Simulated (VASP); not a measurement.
# YTiF5 (Immm) in VASP: equation of state, part 2 of 2

VASP 6.6.1.

### Step 7. Equation of state, PBE, 18.61 Å³/atom (volume scaled by 1.06)

File INCAR:

```
SYSTEM = YTiF5
PREC = Accurate
ENCUT = 520
EDIFF = 1E-7
ISMEAR = -1
SIGMA = 0.05
LREAL = .FALSE.
LASPH = .TRUE.
NELM = 60
ALGO = Normal
ISIF = 2
LWAVE = .FALSE.
LCHARG = .FALSE.
GGA = PE
NBANDS = 38
```

File KPOINTS:

```
Automatic mesh
0
G
  8 8 8
  0 0 0
```

File POSCAR:

```
YTiF5
1.0
   -2.1366404735      3.5462144160      4.2982380101
    2.1366404735     -3.5462144160      4.2982380101
    2.1366404735      3.5462144160     -4.2982380101
Y Ti F
1 1 5
Direct
    0.5000000000      0.5000000000      0.0000000000
    0.0000000000      0.0000000000      0.0000000000
    0.5000000000      0.0000000000      0.5000000000
    0.7608500000      0.7608500000      0.0000000000
    0.2391500000      0.2391500000      0.0000000000
    0.1810190000      0.5000000000      0.6810190000
    0.8189810000      0.5000000000      0.3189810000
```

Potentials or basis: VASP PAW PBE potentials, release 64 (Y_sv, Ti_sv, F).

The run is started by

```
cat potpaw_PBE.64/Y_sv/POTCAR potpaw_PBE.64/Ti_sv/POTCAR potpaw_PBE.64/F/POTCAR > POTCAR
mpirun -np 1 vasp_std > vasp.out
```

OUTCAR:

```text
SYSTEM = YTiF5
   PREC = Accurate
   ENCUT = 520
   EDIFF = 1E-7
   ISMEAR = -1
   LREAL = .FALSE.
   LASPH = .TRUE.
   NELM = 60
   ISIF = 2
   GGA = PE

 Found     95 irreducible k-points:

 Following reciprocal coordinates:
            Coordinates               Weight
  0.000000  0.000000  0.000000      1.000000
  0.125000 -0.000000  0.000000      4.000000
  0.250000 -0.000000  0.000000      4.000000
  0.375000 -0.000000  0.000000      4.000000
  0.500000 -0.000000  0.000000      2.000000
  0.000000  0.125000  0.000000      4.000000
   k-points           NKPTS =     95   k-points in BZ     NKDIM =     95   number of bands    NBANDS=     38
   number of dos      NEDOS =    301   number of ions     NIONS =      7
   total plane-waves  NPLWV = 110592
   dimension x,y,z NGX =    48 NGY =   48 NGZ =   48
   dimension x,y,z NGXF=    96 NGYF=   96 NGZF=   96
   ions per type =               1   1   5
   NGX,Y,Z   is equivalent  to a cutoff of  13.37, 13.37, 13.37 a.u.
   NGXF,Y,Z  is equivalent  to a cutoff of  26.74, 26.74, 26.74 a.u.
 SYSTEM =  YTiF5
[... 61 lines left out ...]
 cond. band min:       2.6993734326   @ k =   0.3750  -0.3750   0.1250
 fundamental gap:      0.0056579665
 Fermi energy:         2.6983219263

 k-point     1 :       0.0000    0.0000    0.0000
  band No.  band energies     occupation
      1     -55.8375      2.00000
      2     -41.7119      2.00000
      3     -32.5531      2.00000
      4     -32.0504      2.00000
      5     -31.7271      2.00000
      6     -23.3022      2.00000
[... 235 lines left out ...]
     37       5.0369      0.00000
     38       7.4080      0.00000

 [... further k-points ...]

------------------------ aborting loop because EDIFF is reached ----------------------------------------

  FORCE on cell =-STRESS in cart. coord.  units (eV):
  Direction    XX          YY          ZZ          XY          YZ          ZX
  --------------------------------------------------------------------------------------
  -------------------------------------------------------------------------------------
  Total       -4.2619346     -3.4140341     -6.0637016     -0.0000000      0.0000000      0.0000000
  in kB      -52.4167959    -41.9886142    -74.5764161     -0.0000000      0.0000000      0.0000000
  external PRESSURE =     -56.3272754 kB  Pullay stress =       0.0000000 kB

 VOLUME and BASIS-vectors are now :
 -----------------------------------------------------------------------------
  energy-cutoff  :      520.00
  volume of cell :      130.27
      direct lattice vectors                 reciprocal lattice vectors
    -2.136640473  3.546214416  4.298238010     0.000000000  0.140995423  0.116326736
     2.136640473 -3.546214416  4.298238010     0.234012229  0.000000000  0.116326736
     2.136640473  3.546214416 -4.298238010     0.234012229  0.140995423  0.000000000

 POSITION                                       TOTAL-FORCE (eV/Angst)
 -----------------------------------------------------------------------------------
      0.00000      0.00000      4.29824         0.000000      0.000000      0.000000
      0.00000      0.00000      0.00000         0.000000      0.000000      0.000000
      0.00000      3.54621      0.00000         0.000000      0.000000      0.000000
      0.00000      0.00000      6.54063         0.000000      0.000000      0.614653
      0.00000      0.00000      2.05585        -0.000000     -0.000000     -0.614653
      2.13664      1.28386      0.00000         0.000000      0.080138      0.000000
      0.00000      2.26235      4.29824         0.000000     -0.080138      0.000000
 -----------------------------------------------------------------------------------
    total drift:                               -0.000000     -0.000000      0.000000

  FREE ENERGIE OF THE ION-ELECTRON SYSTEM (eV)
  ---------------------------------------------------
  free  energy   TOTEN  =       -46.1711156444 eV

  energy  without entropy=      -46.0749768641  energy(sigma->0) =      -46.12304625
```

OSZICAR:

```text
N       E                     dE             d eps       ncg     rms          rms(c)
DAV:   1     0.613046757919E+03    0.61305E+03   -0.30339E+04  7220   0.153E+03
DAV:   2     0.793867623892E+01   -0.60511E+03   -0.58751E+03  9146   0.424E+02
DAV:   3    -0.505275967921E+02   -0.58466E+02   -0.57868E+02  9102   0.139E+02
DAV:   4    -0.539228070162E+02   -0.33952E+01   -0.33567E+01 12560   0.267E+01
DAV:   5    -0.539862337743E+02   -0.63427E-01   -0.63373E-01  8932   0.328E+00    0.346E+01
DAV:   6    -0.472301266857E+02    0.67561E+01   -0.74122E+01  9146   0.449E+01    0.271E+01
DAV:   7    -0.461525911743E+02    0.10775E+01   -0.71377E+00  9568   0.201E+01    0.194E+01
DAV:   8    -0.461915272593E+02   -0.38936E-01   -0.89194E-01  9640   0.741E+00    0.255E+00
DAV:   9    -0.461818500853E+02    0.96772E-02   -0.20944E-01  9800   0.266E+00    0.174E+00
DAV:  10    -0.461706589144E+02    0.11191E-01   -0.23316E-02  9024   0.114E+00    0.621E-01
DAV:  11    -0.461708201294E+02   -0.16122E-03   -0.58656E-03  9742   0.491E-01    0.334E-01
DAV:  12    -0.461708578483E+02   -0.37719E-04   -0.22056E-03  8644   0.311E-01    0.143E-01
DAV:  13    -0.461711857883E+02   -0.32794E-03   -0.83728E-04  8798   0.240E-01    0.132E-01
DAV:  14    -0.461711069928E+02    0.78796E-04   -0.14401E-04  8640   0.947E-02    0.335E-02
DAV:  15    -0.461711177627E+02   -0.10770E-04   -0.90319E-05  8600   0.588E-02    0.227E-02
DAV:  16    -0.461711154773E+02    0.22854E-05   -0.85739E-06  9510   0.223E-02    0.103E-02
DAV:  17    -0.461711156471E+02   -0.16982E-06   -0.39610E-06  8208   0.137E-02    0.375E-03
DAV:  18    -0.461711156444E+02    0.27349E-08   -0.71248E-07  9332   0.596E-03
   1 F= -.46171116E+02 E0= -.46123046E+02  d E =-.961388E-01
```

stdout:

```text
POSCAR found type information on POSCAR Y TiF
 POSCAR found :  3 types and       7 ions
 scaLAPACK will be used
 LDA part: xc-table for (Slater+PW92), standard interpolation
 POSCAR, INCAR and KPOINTS ok, starting setup
 FFT: planning ... GRIDC
 FFT: planning ... GRID_SOFT
 FFT: planning ... GRID
 WAVECAR not read
 entering main loop
```

Wall time 9.7 min (1 thread of AMD EPYC 9R45 (Zen 5), shared host); peak memory 0.61 GiB.

Results:

- Free energy: -46.1711 eV
- Pressure: -5.6 GPa
- Largest force: 0.615 eV/Å
- Band gap on the k mesh: none (metal or under the smearing width)

Caveat: semilocal functionals often make such compounds metallic where correlation or magnetic order opens a gap, which also shifts bond lengths.

### Step 8. Equation of state, PBE

Potentials or basis: VASP PAW PBE potentials, release 64 (Y_sv, Ti_sv, F).

This step only gathers the single runs of the series.

Results:

```
Equilibrium volume                        : 17.17 Å³/atom
Bulk modulus at fixed shape and positions : 80 GPa
Pressure derivative of the bulk modulus   : 4.5
```

Energy against volume, from the lowest point:
```csv
volume (Å³/atom),energy (meV/atom)
16.503,6.94
16.854,1.49
17.206,0.00
17.557,2.06
17.908,7.29
18.259,15.36
18.610,25.96
```

Caveat: the cell was scaled at fixed shape and fractional positions, which overstates the stiffness of a crystal with free parameters, most of all of layers and chains.
